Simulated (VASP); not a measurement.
OSZICAR of a VASP run on In₃₁SnP₃₂:

**OSZICAR**
```
       N       E                     dE             d eps       ncg     rms          rms(c)
DAV:   1     0.154719733921E+04    0.15472E+04   -0.88043E+04   322   0.109E+03
DAV:   2    -0.920343010266E+02   -0.16392E+04   -0.15605E+04   419   0.194E+02
DAV:   3    -0.275705509784E+03   -0.18367E+03   -0.18154E+03   388   0.690E+01
DAV:   4    -0.281555455930E+03   -0.58499E+01   -0.58045E+01   380   0.143E+01
DAV:   5    -0.281780895528E+03   -0.22544E+00   -0.22486E+00   428   0.275E+00    0.304E+01
RMM:   6    -0.269235335940E+03    0.12546E+02   -0.24520E+01   322   0.629E+00    0.176E+01
RMM:   7    -0.268431120650E+03    0.80422E+00   -0.29614E+01   322   0.661E+00    0.598E+00
RMM:   8    -0.267991024953E+03    0.44010E+00   -0.58920E+00   322   0.376E+00    0.235E+00
RMM:   9    -0.267940324194E+03    0.50701E-01   -0.73843E-01   325   0.154E+00    0.111E+00
RMM:  10    -0.267938826501E+03    0.14977E-02   -0.12540E-01   363   0.601E-01    0.599E-01
RMM:  11    -0.267942952672E+03   -0.41262E-02   -0.11526E-01   322   0.490E-01    0.494E-01
RMM:  12    -0.267937535760E+03    0.54169E-02   -0.15650E-02   322   0.246E-01    0.233E-01
RMM:  13    -0.267937631613E+03   -0.95854E-04   -0.46160E-03   326   0.113E-01    0.785E-02
RMM:  14    -0.267937788949E+03   -0.15734E-03   -0.10493E-03   355   0.550E-02    0.217E-02
RMM:  15    -0.267937821172E+03   -0.32224E-04   -0.22806E-04   367   0.239E-02    0.349E-02
RMM:  16    -0.267937806579E+03    0.14593E-04   -0.26559E-05   213   0.896E-03    0.240E-02
RMM:  17    -0.267937786636E+03    0.19944E-04   -0.57617E-05   282   0.981E-03    0.641E-03
RMM:  18    -0.267937786779E+03   -0.14345E-06   -0.12058E-05   194   0.561E-03
   1 F= -.26793779E+03 E0= -.26793777E+03  d E =-.267938E+03
       N       E                     dE             d eps       ncg     rms          rms(c)
DAV:   1    -0.268017921695E+03   -0.80135E-01   -0.19358E+00   372   0.229E+00    0.877E-01
RMM:   2    -0.268028675528E+03   -0.10754E-01   -0.16582E-01   322   0.761E-01    0.227E-01
RMM:   3    -0.268030442517E+03   -0.17670E-02   -0.32983E-02   338   0.361E-01    0.159E-01
RMM:   4    -0.268030098329E+03    0.34419E-03   -0.62839E-03   328   0.156E-01    0.479E-02
RMM:   5    -0.268030288025E+03   -0.18970E-03   -0.20545E-03   369   0.773E-02    0.423E-02
RMM:   6    -0.268030306021E+03   -0.17996E-04   -0.33394E-04   347   0.328E-02    0.395E-02
RMM:   7    -0.268030310514E+03   -0.44929E-05   -0.57798E-05   276   0.136E-02
   2 F= -.26803031E+03 E0= -.26803031E+03  d E =-.925237E-01
       N       E                     dE             d eps       ncg     rms          rms(c)
DAV:   1    -0.268037542856E+03   -0.72368E-02   -0.34405E-01   380   0.966E-01    0.371E-01
RMM:   2    -0.268039395451E+03   -0.18526E-02   -0.29210E-02   322   0.322E-01    0.940E-02
RMM:   3    -0.268039709402E+03   -0.31395E-03   -0.59191E-03   340   0.153E-01    0.665E-02
RMM:   4    -0.268039647773E+03    0.61629E-04   -0.10895E-03   328   0.655E-02    0.193E-02
RMM:   5    -0.268039680694E+03   -0.32921E-04   -0.36389E-04   356   0.328E-02    0.160E-02
RMM:   6    -0.268039683031E+03   -0.23366E-05   -0.55756E-05   249   0.141E-02
   3 F= -.26803968E+03 E0= -.26803968E+03  d E =-.101896E+00
       N       E                     dE             d eps       ncg     rms          rms(c)
DAV:   1    -0.268039686934E+03   -0.62402E-05   -0.16413E-03   388   0.663E-02    0.278E-02
RMM:   2    -0.268039695236E+03   -0.83022E-05   -0.13730E-04   308   0.225E-02    0.740E-03
RMM:   3    -0.268039696891E+03   -0.16544E-05   -0.29282E-05   219   0.109E-02    0.484E-03
RMM:   4    -0.268039696932E+03   -0.41451E-07   -0.62419E-06   190   0.487E-03
   4 F= -.26803970E+03 E0= -.26803969E+03  d E =-.101910E+00
       N       E                     dE             d eps       ncg     rms          rms(c)
DAV:   1    -0.268044777987E+03   -0.50811E-02   -0.13273E-01   355   0.644E-01    0.222E-01
RMM:   2    -0.268045412262E+03   -0.63428E-03   -0.98175E-03   322   0.205E-01    0.503E-02
RMM:   3    -0.268045541647E+03   -0.12939E-03   -0.20237E-03   334   0.968E-02    0.500E-02
RMM:   4    -0.268045516172E+03    0.25475E-04   -0.32206E-04   326   0.409E-02    0.200E-02
RMM:   5    -0.268045521278E+03   -0.51059E-05   -0.12947E-04   320   0.215E-02    0.895E-03
RMM:   6    -0.268045522550E+03   -0.12722E-05   -0.38341E-05   230   0.109E-02
   5 F= -.26804552E+03 E0= -.26804552E+03  d E =-.582562E-02
       N       E                     dE             d eps       ncg     rms          rms(c)
DAV:   1    -0.268046952743E+03   -0.14315E-02   -0.16199E-01   363   0.711E-01    0.244E-01
RMM:   2    -0.268047739827E+03   -0.78708E-03   -0.11985E-02   322   0.226E-01    0.555E-02
RMM:   3    -0.268047898723E+03   -0.15890E-03   -0.24636E-03   334   0.107E-01    0.564E-02
RMM:   4    -0.268047867569E+03    0.31154E-04   -0.39177E-04   326   0.452E-02    0.224E-02
RMM:   5    -0.268047874334E+03   -0.67642E-05   -0.16262E-04   324   0.238E-02    0.101E-02
RMM:   6    -0.268047875525E+03   -0.11915E-05   -0.45142E-05   244   0.120E-02
   6 F= -.26804788E+03 E0= -.26804787E+03  d E =-.817859E-02
       N       E                     dE             d eps       ncg     rms          rms(c)
DAV:   1    -0.268049358058E+03   -0.14837E-02   -0.63483E-02   370   0.442E-01    0.144E-01
RMM:   2    -0.268049697582E+03   -0.33952E-03   -0.43511E-03   322   0.138E-01    0.319E-02
RMM:   3    -0.268049774631E+03   -0.77050E-04   -0.88066E-04   335   0.656E-02    0.342E-02
RMM:   4    -0.268049772021E+03    0.26105E-05   -0.12743E-04   323   0.275E-02    0.190E-02
RMM:   5    -0.268049772802E+03   -0.78088E-06   -0.54020E-05   294   0.146E-02
   7 F= -.26804977E+03 E0= -.26804977E+03  d E =-.189728E-02
       N       E                     dE             d eps       ncg     rms          rms(c)
DAV:   1    -0.268049922238E+03   -0.15022E-03   -0.55577E-02   355   0.414E-01    0.136E-01
RMM:   2    -0.268050228554E+03   -0.30632E-03   -0.39165E-03   322   0.131E-01    0.302E-02
RMM:   3    -0.268050305013E+03   -0.76460E-04   -0.83713E-04   343   0.626E-02    0.344E-02
RMM:   4    -0.268050302768E+03    0.22451E-05   -0.10973E-04   314   0.256E-02    0.207E-02
RMM:   5    -0.268050303316E+03   -0.54734E-06   -0.61694E-05   301   0.148E-02
   8 F= -.26805030E+03 E0= -.26805030E+03  d E =-.242779E-02
       N       E                     dE             d eps       ncg     rms          rms(c)
DAV:   1    -0.268051603862E+03   -0.13011E-02   -0.53218E-02   354   0.412E-01    0.121E-01
RMM:   2    -0.268051828255E+03   -0.22439E-03   -0.31902E-03   322   0.122E-01    0.327E-02
RMM:   3    -0.268051900927E+03   -0.72672E-04   -0.82335E-04   357   0.590E-02    0.352E-02
RMM:   4    -0.268051892988E+03    0.79381E-05   -0.83279E-05   316   0.224E-02
   9 F= -.26805189E+03 E0= -.26805189E+03  d E =-.158967E-02
       N       E                     dE             d eps       ncg     rms          rms(c)
DAV:   1    -0.268052201896E+03   -0.30097E-03   -0.19994E-02   371   0.252E-01    0.761E-02
RMM:   2    -0.268052268533E+03   -0.66638E-04   -0.11607E-03   322   0.733E-02    0.222E-02
RMM:   3    -0.268052299794E+03   -0.31260E-04   -0.36176E-04   360   0.372E-02    0.207E-02
RMM:   4    -0.268052297307E+03    0.24866E-05   -0.34932E-05   229   0.140E-02
  10 F= -.26805230E+03 E0= -.26805229E+03  d E =-.199399E-02
       N       E                     dE             d eps       ncg     rms          rms(c)
DAV:   1    -0.268053050486E+03   -0.75069E-03   -0.78347E-02   355   0.494E-01    0.169E-01
RMM:   2    -0.268053456963E+03   -0.40648E-03   -0.55977E-03   322   0.157E-01    0.393E-02
RMM:   3    -0.268053553408E+03   -0.96445E-04   -0.12109E-03   341   0.751E-02    0.382E-02
RMM:   4    -0.268053542899E+03    0.10509E-04   -0.16192E-04   326   0.310E-02    0.171E-02
RMM:   5    -0.268053545034E+03   -0.21347E-05   -0.70718E-05   309   0.168E-02
  11 F= -.26805355E+03 E0= -.26805354E+03  d E =-.124773E-02
```

Problem. Which electronic solver shows in the log?

Solution. It is blocked Davidson (ALGO = Normal, or the opening steps of other solvers) and then RMM-DIIS (ALGO = Fast or VeryFast). The INCAR had ALGO = Fast.

Problem. Can the final energy be trusted as converged?

Solution. Self-consistency was reached. It stopped with EDIFF = 1E-5, NELM = 100, NSW = 60 and EDIFFG = -0.03 after 11 ionic steps (PBE GGA, plane waves, VASP's PBE PAW potentials (set 64)). The cell is charged, with a uniform compensating background. The supercell is sampled at Γ alone, which is coarse: total energies, pressure and levels can be off, energies of defects by several tenths of an eV.

The cell is a supercell with a defect, built from InP (zinc blende): Sn_In, charge +1. The run is not spin-polarised, so no state with unpaired spins was tried.
